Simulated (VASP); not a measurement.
Method: LDA (Ceperley-Alder, Perdew-Zunger), VASP's LDA PAW potentials (set 64) (plane waves; VASP).

A VASP calculation is set up with these files.

INCAR:
```
# general
SYSTEM =Ti3Be
PREC   =Accurate
ENCUT  =300   # plane-wave cut-off (eV)
LREAL  =.False.   # projection in real space or not
LASPH  =.True.   # aspherical one-centre terms

# electronic loop
EDIFF  =1E-6   # SCF stop (eV)
NELM   =100   # most electronic steps
ALGO   =Normal   # blocked Davidson
LMAXMIX=4   # l cut-off of mixed one-centre charges

# smearing
ISMEAR =-1
SIGMA  =0.1

# ions
ISIF   =2

# output
LWAVE  =.False.
LCHARG =.False.
```

### KPOINTS
```
kpoints
0
gamma
  6 6 6
0 0 0
```

**POSCAR**
```
Ti3Be
1
    4.0128240000     0.0000000000     0.0000000000
    0.0000000000     4.0128240000     0.0000000000
    0.0000000000     0.0000000000     4.0128240000
Ti Be
3 1
Direct
  0.0000000000   0.5000000000   0.5000000000
  0.5000000000   0.5000000000   0.0000000000
  0.5000000000   0.0000000000   0.5000000000
  0.0000000000   0.0000000000   0.0000000000
```

POTCAR, in this order: Ti_sv Be (LDA.64 set). Program: vasp_std.

What VASP printed:

### OSZICAR
```
       N       E                     dE             d eps       ncg     rms          rms(c)
DAV:   1     0.346331613883E+03    0.34633E+03   -0.15752E+04   920   0.141E+03
DAV:   2     0.144561291556E+02   -0.33188E+03   -0.32889E+03   934   0.458E+02
DAV:   3    -0.296502039707E+02   -0.44106E+02   -0.43586E+02  1769   0.140E+02
DAV:   4    -0.338387548491E+02   -0.41886E+01   -0.41585E+01  1249   0.358E+01
DAV:   5    -0.340834583905E+02   -0.24470E+00   -0.24448E+00  1460   0.831E+00    0.146E+01
DAV:   6    -0.295399519317E+02    0.45435E+01   -0.29140E+01  1158   0.420E+01    0.340E+00
DAV:   7    -0.295713831005E+02   -0.31431E-01   -0.13863E+00  1271   0.783E+00    0.255E+00
DAV:   8    -0.295652786809E+02    0.61044E-02   -0.18644E-01  1169   0.348E+00    0.437E-01
DAV:   9    -0.295640608126E+02    0.12179E-02   -0.30967E-02  1281   0.126E+00    0.271E-01
DAV:  10    -0.295641269270E+02   -0.66114E-04   -0.44996E-03  1372   0.621E-01    0.269E-02
DAV:  11    -0.295641319737E+02   -0.50467E-05   -0.16978E-04  1357   0.106E-01    0.152E-02
DAV:  12    -0.295641257023E+02    0.62714E-05   -0.21588E-05  1210   0.354E-02    0.260E-03
DAV:  13    -0.295641256556E+02    0.46685E-07   -0.10849E-06   921   0.931E-03
   1 F= -.29564126E+02 E0= -.29486466E+02  d E =-.155318E+00
```

File OUTCAR:
```
------------------------ aborting loop because EDIFF is reached ----------------------------------------
  FORCE on cell =-STRESS in cart. coord.  units (eV):
  Direction    XX          YY          ZZ          XY          YZ          ZX
  --------------------------------------------------------------------------------------
  Total       -5.8371583     -5.8371583     -5.8371583     -0.0000000      0.0000000     -0.0000000
  in kB     -144.7310509   -144.7310509   -144.7310509     -0.0000000      0.0000000     -0.0000000
  external PRESSURE =    -144.7310509 kB  Pullay stress =       0.0000000 kB
  volume of cell :       64.62
      direct lattice vectors                 reciprocal lattice vectors
     4.012824000  0.000000000  0.000000000     0.249201061  0.000000000  0.000000000
     0.000000000  4.012824000  0.000000000     0.000000000  0.249201061  0.000000000
     0.000000000  0.000000000  4.012824000     0.000000000  0.000000000  0.249201061
 POSITION                                       TOTAL-FORCE (eV/Angst)
 -----------------------------------------------------------------------------------
      0.00000      2.00641      2.00641         0.000000      0.000000      0.000000
      2.00641      2.00641      0.00000         0.000000      0.000000      0.000000
      2.00641      0.00000      2.00641         0.000000      0.000000      0.000000
      0.00000      0.00000      0.00000         0.000000      0.000000      0.000000
 -----------------------------------------------------------------------------------
    total drift:                                0.000000     -0.000000     -0.000000
  FREE ENERGIE OF THE ION-ELECTRON SYSTEM (eV)
  ---------------------------------------------------
  free  energy   TOTEN  =       -29.5641256556 eV

  energy  without entropy=      -29.4088072207  energy(sigma->0) =      -29.48646644
```
(Selected blocks of OUTCAR.)

At this cut-off the stress carries a Pulay error, which pulls relaxed volumes low.

The structure was generated: Ti3Be was put into an ordered model structure, which need not be its known phase. The cell was not relaxed at this level. The run is one of a series of settings (GGA removed, POTCAR Ti_sv Be (LDA.64 set) against the base run), some of them coarse on purpose.
